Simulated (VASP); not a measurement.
**Quasiparticle energies of MoS2 in VASP**

Aim: the quasiparticle gap of MoS2, and what it costs to get it. The cell has space group P6_3/mmc. The start is a cell from a database of measured crystal structures.

Calculated with VASP 6.6.1; PBE, no spin polarisation; plane waves and PAW (Mo_sv_GW, S_GW), in the first sound run; inputs show where later runs differ.

Report form: the programs' logs are mostly left out.

The database entry behind the starting cell differs from later determinations by our own check (about 0.3 % long), so it need not match the best structure at ambient conditions.

### 1. Set-up

Symmetry: P6_3/mmc, No. 194, hexagonal system. The conventional cell has a = 3.169 Å, b = 3.169 Å, c = 12.324 Å, α = 90.00°, β = 90.00°, γ = 120.00°. Mo has 6 S at 2.41 Å nearest. Nearest to S lie 3 Mo at 2.41 Å. Farther neighbours and most contacts between anions are not listed.

Structure file:

```xyz
6
Lattice="3.1690 0.0000 0.0000 -1.5845 2.7444 0.0000 0.0000 0.0000 12.3240" Properties=species:S:1:pos:R:3 pbc="T T T"
Mo    0.0000    1.8296    3.0810
Mo    1.5845    0.9148    9.2430
S     0.0000    1.8296    7.6779
S     1.5845    0.9148    1.5159
S     0.0000    1.8296   10.8081
S     1.5845    0.9148    4.6461
```

### 2. Ground state

The orbitals come from a self-consistent PBE run with a tight EDIFF and a narrow smearing. KPOINTS_OPT adds the bands along a path, which shows whether the mesh holds the band edges.

Contents of INCAR:

```
SYSTEM = MoS2
PREC = Accurate
ENCUT = 370
EDIFF = 1E-08
NELM = 100
ISMEAR = 0
SIGMA = 0.01
LREAL = .FALSE.
ALGO = Normal
GGA = PE
NBANDS = 32
LASPH = .TRUE.
LORBIT = 11
LWAVE = .TRUE.
LCHARG = .FALSE.
KPAR = 8
```

Contents of POSCAR:

```
MoS2
1.0
    3.1690000000      0.0000000000      0.0000000000
   -1.5845000000      2.7444345046      0.0000000000
    0.0000000000      0.0000000000     12.3240000000
Mo S
2 4
Direct
    0.3333333333      0.6666666667      0.2500000000
    0.6666666667      0.3333333333      0.7500000000
    0.3333333333      0.6666666667      0.6230000000
    0.6666666667      0.3333333333      0.1230000000
    0.3333333333      0.6666666667      0.8770000000
    0.6666666667      0.3333333333      0.3770000000
```

Contents of KPOINTS:

```
Automatic mesh
0
Gamma
6 6 2
0 0 0
```

Contents of KPOINTS_OPT:

```
Line mode
12
Line-mode
Reciprocal
  0.00000000   0.00000000   0.00000000 GAMMA
  0.50000000   0.00000000   0.00000000 M

  0.50000000   0.00000000   0.00000000 M
  0.33333333   0.33333333   0.00000000 K

  0.33333333   0.33333333   0.00000000 K
  0.00000000   0.00000000   0.00000000 GAMMA

  0.00000000   0.00000000   0.00000000 GAMMA
  0.00000000   0.00000000   0.50000000 A

  0.00000000   0.00000000   0.50000000 A
  0.50000000   0.00000000   0.50000000 L

  0.50000000   0.00000000   0.50000000 L
  0.33333333   0.33333333   0.50000000 H

  0.33333333   0.33333333   0.50000000 H
  0.00000000   0.00000000   0.50000000 A

  0.50000000   0.00000000   0.50000000 L
  0.50000000   0.00000000   0.00000000 M

  0.33333333   0.33333333   0.00000000 K
  0.33333333   0.33333333   0.50000000 H
```

The projector-augmented-wave data sets are Mo_sv_GW and S_GW (PBE family, release 64).

On the command line:

```
mpirun -np 8 vasp_std
```

Run time: 35 s. Hardware: 8 MPI ranks of AMD EPYC 9R45, shared host; peak memory 1.7 GiB; 4.2 min of CPU time.

Numbers from this step:

```
free energy (TOTEN)               : -45.11 eV
Fermi energy                      : 7.532 eV
pressure                          : 1.961 GPa
least gap on mesh and path        : 0.8755 eV
least direct gap on mesh and path : 1.654 eV
```

The highest empty bands on the path are converged less tightly, to about 0.1 eV. Electronic bands along the path, in eV, zero at the valence-band top; v1 is the highest filled band, c1 the lowest empty one:

```tsv
point	v4	v3	v2	v1	c1	c2	c3	c4
Γ	-2.13	-1.19	-1.15	0.00	2.10	2.10	2.12	2.17
0.45 of the way	-2.22	-1.48	-1.37	-1.24	1.23	1.65	1.87	1.98
M	-1.73	-1.53	-1.40	-1.28	1.60	1.64	2.00	2.26
0.45 of the way	-2.74	-2.34	-1.11	-0.93	1.48	1.60	2.23	2.43
K	-2.70	-2.70	-0.77	-0.61	1.05	1.05	1.84	2.83
0.45 of the way	-1.83	-1.75	-1.49	-1.47	0.88	1.65	1.77	1.86
Γ	-2.13	-1.19	-1.15	0.00	2.10	2.10	2.12	2.13
0.55 of the way	-2.14	-1.90	-0.59	-0.08	2.10	2.10	2.11	2.12
A	-2.15	-2.15	-0.27	-0.27	2.10	2.10	2.11	2.21
0.55 of the way	-2.14	-2.14	-1.49	-1.49	1.57	1.57	1.64	1.64
L	-1.63	-1.63	-1.33	-1.33	1.62	1.62	2.14	2.14
0.45 of the way	-2.58	-2.58	-1.01	-1.01	1.54	1.54	2.29	2.29
H	-2.87	-2.87	-0.70	-0.70	1.05	1.05	2.30	2.30
0.55 of the way	-1.69	-1.69	-1.40	-1.40	1.26	1.26	1.79	1.79
A	-2.15	-2.15	-0.27	-0.27	2.10	2.10	2.11	2.17
jump to L	-1.63	-1.63	-1.33	-1.33	1.62	1.62	2.14	2.14
0.45 of the way	-1.70	-1.57	-1.37	-1.29	1.61	1.64	2.05	2.22
M	-1.73	-1.53	-1.40	-1.28	1.60	1.64	2.00	2.26
jump to K	-2.70	-2.70	-0.77	-0.61	1.05	1.05	1.84	2.83
0.45 of the way	-2.76	-2.76	-0.75	-0.63	1.05	1.05	1.95	2.71
H	-2.87	-2.87	-0.70	-0.70	1.05	1.05	2.30	2.30
```

Of the projections kept (Mo, S), the largest for each band there, as a share of the weight inside these atoms' spheres; weight between the spheres isn't counted:

```tsv
point	v4	v3	v2	v1	c1	c2	c3	c4
Γ	Mo 0.56	S 0.95	Mo 0.80	Mo 0.65	S 0.54	S 0.54	S 0.56	S 0.57
M	S 0.87	S 0.85	Mo 0.57	Mo 0.66	Mo 0.95	Mo 0.94	Mo 0.90	Mo 0.89
K	S 0.71	S 0.71	Mo 0.83	Mo 0.80	Mo 0.90	Mo 0.90	Mo 0.70	Mo 0.76
Γ	Mo 0.56	S 0.95	Mo 0.80	Mo 0.65	S 0.54	S 0.54	S 0.56	S 0.56
A	Mo 0.55	Mo 0.55	Mo 0.59	Mo 0.59	S 0.55	S 0.55	S 0.55	S 0.59
L	S 0.86	S 0.86	Mo 0.62	Mo 0.62	Mo 0.95	Mo 0.95	Mo 0.89	Mo 0.89
```

The cell has a gap of 0.876 eV on mesh and path. Spin-orbit coupling is left out, which can shift or reorder these edges.

### 3. Empty bands

The next step needs empty bands that the ground-state run didn't converge, so the Hamiltonian is diagonalised exactly for NBANDS bands, in a single step. LOPTICS writes the k-derivatives of the orbitals (WAVEDER), which give the long-wavelength limit of the screening.

Contents of INCAR:

```
SYSTEM = MoS2
PREC = Accurate
ENCUT = 370
ISMEAR = 0
SIGMA = 0.01
LREAL = .FALSE.
GGA = PE
NBANDS = 176
LASPH = .TRUE.
ALGO = Exact
NELM = 1
LWAVE = .TRUE.
LCHARG = .FALSE.
LOPTICS = .TRUE.
NEDOS = 1000
CSHIFT = 0.1
```

POSCAR is that of step 2.

KPOINTS is that of step 2.

On the command line:

```
mpirun -np 8 vasp_std
```

The job ended after 27 s (8 MPI ranks; peak memory 2 GiB).

The gap is read on the k-mesh alone, so it is an upper bound where the band edges lie off the mesh, and a coarse mesh can show a gap where there is none.

A gap read on the k-mesh alone can miss the band edges.

This step gave:

* gap on the k-mesh: 0.8848 eV
* least direct gap on the k-mesh: 1.654 eV

WAVECAR now holds 176 bands for 52 electrons. Its independent-particle dielectric tensor has xx, yy, zz = 16.6, 16.6, 10.0 on this mesh. It isn't tested for convergence in mesh or bands and lacks local fields, and at a small direct gap a coarse mesh makes it too large, which overscreens the GW step.

### 4. G0W0, ENCUTGW 80, bands in the sums 176

This step: G0W0 on PBE, no spin polarisation; plane waves and PAW (Mo_sv_GW, S_GW) (VASP 6.6.1).

One pass of GW corrects the levels to first order, with G and W from the starting orbitals.

Contents of INCAR:

```
SYSTEM = MoS2
PREC = Accurate
ENCUT = 370
ISMEAR = 0
SIGMA = 0.01
LREAL = .FALSE.
GGA = PE
NBANDS = 176
LASPH = .TRUE.
ALGO = EVGW0
NELMGW = 1
ENCUTGW = 80
NOMEGA = 48
PRECFOCK = Fast
NBANDSGW = 40
LWAVE = .FALSE.
LCHARG = .FALSE.
```

POSCAR is that of step 3.

KPOINTS is that of step 3.

On the command line:

```
mpirun -np 8 vasp_std
```

Wall time 7 min (8 MPI ranks); peak memory 2.1 GiB; 51 min of CPU time.

Numbers from this step:

```yaml
quasiparticle_gap_on_the_mesh: 1.310 eV
smallest_direct_quasiparticle_gap_on_the_mesh: 2.224 eV
gap_of_the_starting_orbitals_on_the_mesh: 0.8848 eV
```

GW takes the gap from 0.885 to 1.310 eV. Spin-orbit coupling is left out. The value holds for 176 bands, ENCUTGW = 80 eV and this mesh, and isn't shown to be converged in them. VASP warns that the automatic setting of its frequency mesh failed and advises more k points, so the value is in doubt.

### 5. Empty bands

This step: PBE, no spin polarisation; plane waves and PAW (Mo_sv_GW, S_GW) (VASP 6.6.1).

The empty bands are made again, for the run that follows.

Contents of INCAR:

```
SYSTEM = MoS2
PREC = Accurate
ENCUT = 370
ISMEAR = 0
SIGMA = 0.01
LREAL = .FALSE.
GGA = PE
NBANDS = 288
LASPH = .TRUE.
ALGO = Exact
NELM = 1
LWAVE = .TRUE.
LCHARG = .FALSE.
LOPTICS = .TRUE.
NEDOS = 1000
CSHIFT = 0.1
```

POSCAR is that of step 4.

KPOINTS is that of step 4.

On the command line:

```
mpirun -np 8 vasp_std
```

Elapsed: 29 s, on 8 MPI ranks; peak memory 2.1 GiB.

WAVECAR now holds 288 bands for 52 electrons.

### 6. G0W0, ENCUTGW 110, bands in the sums 288

This step: G0W0 on PBE, no spin polarisation; plane waves and PAW (Mo_sv_GW, S_GW) (VASP 6.6.1).

ENCUTGW rises to 110 eV and the bands with it, to about the number of plane waves under that cutoff.

Contents of INCAR:

```
SYSTEM = MoS2
PREC = Accurate
ENCUT = 370
ISMEAR = 0
SIGMA = 0.01
LREAL = .FALSE.
GGA = PE
NBANDS = 288
LASPH = .TRUE.
ALGO = EVGW0
NELMGW = 1
ENCUTGW = 110
NOMEGA = 48
PRECFOCK = Fast
NBANDSGW = 40
LWAVE = .FALSE.
LCHARG = .FALSE.
```

POSCAR is that of step 5.

KPOINTS is that of step 5.

On the command line:

```
mpirun -np 8 vasp_std
```

It took 11 min on 8 MPI ranks; peak memory 2.9 GiB; 82 min of CPU time.

The gap is now 1.343 eV, +33 meV against the GW run before. Spin-orbit coupling is left out. VASP warns that the automatic setting of its frequency mesh failed and advises more k points, so the value is in doubt.

### 7. Empty bands

This step: PBE, no spin polarisation; plane waves and PAW (Mo_sv_GW, S_GW) (VASP 6.6.1).

Contents of INCAR:

```
SYSTEM = MoS2
PREC = Accurate
ENCUT = 370
ISMEAR = 0
SIGMA = 0.01
LREAL = .FALSE.
GGA = PE
NBANDS = 408
LASPH = .TRUE.
ALGO = Exact
NELM = 1
LWAVE = .TRUE.
LCHARG = .FALSE.
LOPTICS = .TRUE.
NEDOS = 1000
CSHIFT = 0.1
```

POSCAR is that of step 6.

KPOINTS is that of step 6.

On the command line:

```
mpirun -np 8 vasp_std
```

It took 25 s on 8 MPI ranks; peak memory 2.2 GiB; 3.2 min of CPU time.

WAVECAR now holds 408 bands for 52 electrons.

### 8. G0W0, ENCUTGW 140, bands in the sums 408

This step: G0W0 on PBE, no spin polarisation; plane waves and PAW (Mo_sv_GW, S_GW) (VASP 6.6.1).

ENCUTGW rises to 140 eV and the bands with it, to about the number of plane waves under that cutoff.

Contents of INCAR:

```
SYSTEM = MoS2
PREC = Accurate
ENCUT = 370
ISMEAR = 0
SIGMA = 0.01
LREAL = .FALSE.
GGA = PE
NBANDS = 408
LASPH = .TRUE.
ALGO = EVGW0
NELMGW = 1
ENCUTGW = 140
NOMEGA = 48
PRECFOCK = Fast
NBANDSGW = 40
LWAVE = .FALSE.
LCHARG = .FALSE.
```

POSCAR is that of step 7.

KPOINTS is that of step 7.

On the command line:

```
mpirun -np 8 vasp_std
```

The job ended after 17 min (8 MPI ranks; peak memory 4 GiB; 2.1 h of CPU time).

The gap is now 1.364 eV, +21 meV against the GW run before. Spin-orbit coupling is left out. VASP warns that the automatic setting of its frequency mesh failed and advises more k points, so the value is in doubt.

### 9. Too few empty bands

This step: PBE, no spin polarisation; plane waves and PAW (Mo_sv_GW, S_GW) (VASP 6.6.1).

ALGO = Exact makes the empty bands from the converged ground state in one step. LOPTICS writes the k-derivatives of the orbitals (WAVEDER), which give the long-wavelength limit of the screening.

Contents of INCAR:

```
SYSTEM = MoS2
PREC = Accurate
ENCUT = 370
ISMEAR = 0
SIGMA = 0.01
LREAL = .FALSE.
GGA = PE
NBANDS = 40
LASPH = .TRUE.
ALGO = Exact
NELM = 1
LWAVE = .TRUE.
LCHARG = .FALSE.
LOPTICS = .TRUE.
NEDOS = 1000
CSHIFT = 0.1
```

POSCAR is that of step 8.

KPOINTS is that of step 8.

On the command line:

```
mpirun -np 8 vasp_std
```

Wall time 26 s (8 MPI ranks); peak memory 1.9 GiB.

WAVECAR now holds 40 bands for 52 electrons.

### 10. G0W0, one more run, ENCUTGW 140, bands in the sums 40

This step: G0W0 on PBE, no spin polarisation; plane waves and PAW (Mo_sv_GW, S_GW) (VASP 6.6.1).

This run repeats the step with a slip in the input.

Contents of INCAR:

```
SYSTEM = MoS2
PREC = Accurate
ENCUT = 370
ISMEAR = 0
SIGMA = 0.01
LREAL = .FALSE.
GGA = PE
NBANDS = 40
LASPH = .TRUE.
ALGO = EVGW0
NELMGW = 1
ENCUTGW = 140
NOMEGA = 48
PRECFOCK = Fast
NBANDSGW = 40
LWAVE = .FALSE.
LCHARG = .FALSE.
```

POSCAR is that of step 9.

KPOINTS is that of step 9.

On the command line:

```
mpirun -np 8 vasp_std
```

Elapsed: 3 min, on 8 MPI ranks; peak memory 2.8 GiB; 22 min of CPU time.

The run converged, but on settings that are not sound, so its numbers are not to be trusted.

The fault in the input: too few bands. GW and response sums need hundreds of empty bands, so NBANDS has to follow the run without the slip.

### 11. Summary

This step: GW series: G0W0 on PBE; plane waves and PAW (VASP 6.6.1).

No new run; the numbers come from the runs before.

This step gave:

| Property | Result |
| --- | --- |
| gap extrapolated to a complete basis | 1.403 eV |
| direct gap extrapolated to a complete basis | 2.208 eV |

Cost is wall time times ranks on a shared host, with the step that makes the empty bands. GW runs:

```tsv
level	bands	ENCUTGW (eV)	NOMEGA	k mesh	starting gap (eV)	quasiparticle gap (eV)	direct gap (eV)	cost (core minutes)
G0W0	176	80	48	6x6x2	0.8848	1.31	2.224	59.36
G0W0	288	110	48	6x6x2	0.8848	1.343	2.214	92.16
G0W0	408	140	48	6x6x2	0.8848	1.364	2.217	139.4
```

### 12. Summary of results

```yaml
g0w0_on_pbe_408_bands_encutgw_140_ev_nomega_48_mesh_6x6x2: 0.885 → 1.364 eV
g0w0_on_pbe_176_bands_encutgw_80_ev_nomega_48_mesh_6x6x2: 0.885 → 1.310 eV
gap_at_a_complete_basis_linear_in_encutgw_minus_3_over_2: 1.40 eV
```

**Reading.** G0W0 gives a quasiparticle gap of 1.364 eV on the mesh, 0.48 eV over the PBE gap on the same mesh. On mesh and path the starting valence top lies at Γ and the conduction bottom at (0.182, 0.182, 0), so the starting gap is indirect. At the starting level the gap on the GW mesh lies within 20 meV of that on the path. The steps of the series move the gap by +33, +21 meV; the last costs 1.5 times the one before. The last step lies within a tolerance of 30 meV, picked for this account, and the last two together move the gap by +54 meV. Extrapolated from the last three points to a complete basis, the gap is 1.40 eV, +39 meV from the dearest run. The three points are fitted by a line in ENCUTGW^-3/2; a bend in them isn't tested. The extrapolation removes the error of the response basis alone, at this mesh, ENCUT and data set. Spin-orbit coupling is left out; with Mo in the cell it can split or shift band edges, by an amount that depends on which atoms form them and isn't tested here. VASP warned that the automatic setting of its frequency mesh failed, and advised more k points, in all GW runs. Those values are in doubt. Not tabulated here, as repeats of values shown or as unfit to read for their mesh, reference level or band range: eps2 curves (empty bands); eps1 curves and static values (empty bands); gaps (empty bands, too few empty bands). The run with too few bands isn't used: the sums over empty states are cut short. It gave 1.455 eV for the quasiparticle gap on the mesh, against 1.364 eV in the run without the slip that is nearest to it in settings (INCAR differs in NBANDS).

[Lines on the potential files, build, host, timing and source positions are cut from VASP's logs without a mark.]

[Logs are printed without paths, hosts, clocks, repeated set-up lines and the standing remarks that a program may print on its own settings, such as how far it seeks lower states.]

[Hosts, paths, dates, database ids (printed as entryN), source tags and the programs' standing remarks are cut or masked in the printed files.]

[Pressures printed for these runs are not shown converged in the cutoff: they can be off by several GPa and have the wrong sign.]

[In band tables of VASP the shares of atoms and orbitals are scaled to a sum of 1 inside the atoms' spheres.]
